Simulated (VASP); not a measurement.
Computed with HSE06 screened hybrid, VASP's PBE PAW potentials (set 64) (plane waves; VASP).

VASP ran on this input.

### POSCAR
```
B32N31S
1
    7.2488848260     0.0000000000     0.0000000000
    0.0000000000     7.2488848260     0.0000000000
    0.0000000000     0.0000000000     7.2488848260
B N S
32 31 1
Direct
  0.4991011674   0.9974383781   0.9977802468
  0.7499619092   0.2496057017   0.9983971874
  0.7499879694   0.9980485813   0.2499623138
  0.9997747440   0.9998306778   0.0001518696
  0.2469839847   0.2494972335   0.9977256019
  0.4991864452   0.5004003328   0.9984330151
  0.7500562514   0.7525868438   0.9977615677
  0.2469955524   0.9974123105   0.2499113658
  0.4824078945   0.2328548242   0.2331902381
  0.7667264711   0.5171545919   0.2331768238
  0.4992004382   0.9980484895   0.5007481491
  0.7667603178   0.2328064557   0.5174924648
  0.7500795231   0.9973753236   0.7529254955
  0.0021391588   0.5004546002   0.9977609752
  0.2493594423   0.7502138515   0.0001700288
  0.0015161720   0.2496247225   0.2499562857
  0.2476367322   0.5003812316   0.2499464688
  0.4992107276   0.7519297361   0.2499439815
  0.0022081910   0.9973574205   0.5008303779
  0.2476339186   0.2496017983   0.5007969696
  0.4824312840   0.5170731661   0.5175157067
  0.7499730204   0.7519039436   0.5007257759
  0.2493719226   0.9997431515   0.7505241596
  0.4991863613   0.2495572419   0.7522992117
  0.7499675255   0.5003748452   0.7522740049
  0.0021633681   0.7525631197   0.2498876015
  0.0015403748   0.5003852733   0.5007572065
  0.2470324639   0.7525097502   0.5008023640
  0.0021584405   0.2494890783   0.7529277732
  0.2469874798   0.5004430886   0.7530019891
  0.4991345519   0.7525549983   0.7529682806
  0.9997872668   0.7501514464   0.7505699964
  0.6236430539   0.1209961172   0.1213490643
  0.8785575216   0.3759088516   0.1213723688
  0.8785941922   0.1209715327   0.3762897144
  0.1240974251   0.1245308562   0.1248671842
  0.3705829680   0.3740622987   0.1213740379
  0.6254863185   0.6289762031   0.1213776358
  0.8750588375   0.8754902104   0.1248539310
  0.3705676759   0.1209951282   0.3744683920
  0.8785750777   0.6289700019   0.3744347416
  0.6255102317   0.1209670775   0.6293354410
  0.8785793444   0.3740377979   0.6293608115
  0.8750492988   0.1245007887   0.8758174267
  0.1250238598   0.6254750431   0.1248546543
  0.3740724853   0.8745457003   0.1248724773
  0.1245604935   0.3749924796   0.3753616398
  0.3706338970   0.6289113957   0.3762370749
  0.6245889304   0.8749848789   0.3753365842
  0.1250680717   0.1244546336   0.6258542644
  0.3705827856   0.3758807786   0.6294192070
  0.6236295083   0.6289492485   0.6293711618
  0.8750705598   0.8744702834   0.6258300372
  0.3740903764   0.1244642071   0.8748727898
  0.6245750526   0.3749748965   0.8753442168
  0.8750437556   0.6254596297   0.8748740824
  0.1245997513   0.8749589069   0.3753583796
  0.1241287475   0.6254390862   0.6258763241
  0.3741084807   0.8754236927   0.6258410175
  0.1245702468   0.3749880960   0.8753511524
  0.3740740948   0.6254969024   0.8758676100
  0.6245883537   0.8749975155   0.8753479621
  0.1245771804   0.8750167839   0.8753502908
  0.6245493530   0.3749887689   0.3753268274
```

INCAR:
```
SYSTEM = B32N31S
PREC = Normal; ENCUT = 400; LREAL = Auto
LASPH = .True.; ISYM = 0; NELECT = 256.0
EDIFF = 1E-5; NELM = 50; NELMIN = 4
ALGO = Normal
ISMEAR = 0; SIGMA = 0.05
GGA = PE; LHFCALC = .True.; AEXX = 0.25
HFSCREEN = 0.2; PRECFOCK = Fast
ISIF = 0
LWAVE = .False.; LCHARG = .False.
```

File KPOINTS:
```
Automatic
0
G
 1 1 1
0 0 0
```

POTCAR, in this order: B N S (PBE.64 set). Program: vasp_gam. Read from the step before: WAVECAR.

Output of the run:

**OSZICAR**
```
       N       E                     dE             d eps       ncg     rms          rms(c)
DAV:   1    -0.649340338454E+03   -0.64934E+03   -0.76277E+00   322   0.830E+00    0.276E+00
DAV:   2    -0.649376839515E+03   -0.36501E-01   -0.13985E-01   364   0.912E-01    0.199E+00
DAV:   3    -0.649358502258E+03    0.18337E-01   -0.97600E-03   372   0.279E-01    0.122E+00
DAV:   4    -0.649353458354E+03    0.50439E-02   -0.65670E-03   364   0.197E-01    0.700E-01
DAV:   5    -0.649352244703E+03    0.12137E-02   -0.12953E-03   371   0.907E-02    0.361E-01
DAV:   6    -0.649351841882E+03    0.40282E-03   -0.25377E-04   355   0.458E-02    0.189E-01
DAV:   7    -0.649351721298E+03    0.12058E-03   -0.83524E-05   371   0.275E-02    0.100E-01
DAV:   8    -0.649351686743E+03    0.34555E-04   -0.18711E-05   228   0.142E-02    0.563E-02
DAV:   9    -0.649351676386E+03    0.10357E-04   -0.67131E-06   227   0.899E-03    0.304E-02
DAV:  10    -0.649351673564E+03    0.28219E-05   -0.16797E-06   219   0.431E-03
   1 F= -.64935167E+03 E0= -.64935167E+03  d E =-.154101E-16
```

File OUTCAR:
```
------------------------ aborting loop because EDIFF is reached ----------------------------------------
  volume of cell :      380.90
      direct lattice vectors                 reciprocal lattice vectors
     7.248884826  0.000000000  0.000000000     0.137952254  0.000000000  0.000000000
     0.000000000  7.248884826  0.000000000     0.000000000  0.137952254  0.000000000
     0.000000000  0.000000000  7.248884826     0.000000000  0.000000000  0.137952254
  FREE ENERGIE OF THE ION-ELECTRON SYSTEM (eV)
  ---------------------------------------------------
  free  energy   TOTEN  =      -649.3516735645 eV

  energy  without entropy=     -649.3516735645  energy(sigma->0) =     -649.35167356

  exchange ACFDT corr.  =         0.00000000  see jH, gK, PRB 81, 115126
```
(Selected blocks of OUTCAR.)

The cell is charged, with a uniform compensating background. The supercell is sampled at Γ alone, which is coarse: total energies, pressure and levels can be off, energies of defects by several tenths of an eV.

The cell is a supercell with a defect, built from BN (zinc blende): S_N, charge +1. The cell's shape comes from a PBE relaxation. The run is not spin-polarised, so no state with unpaired spins was tried.
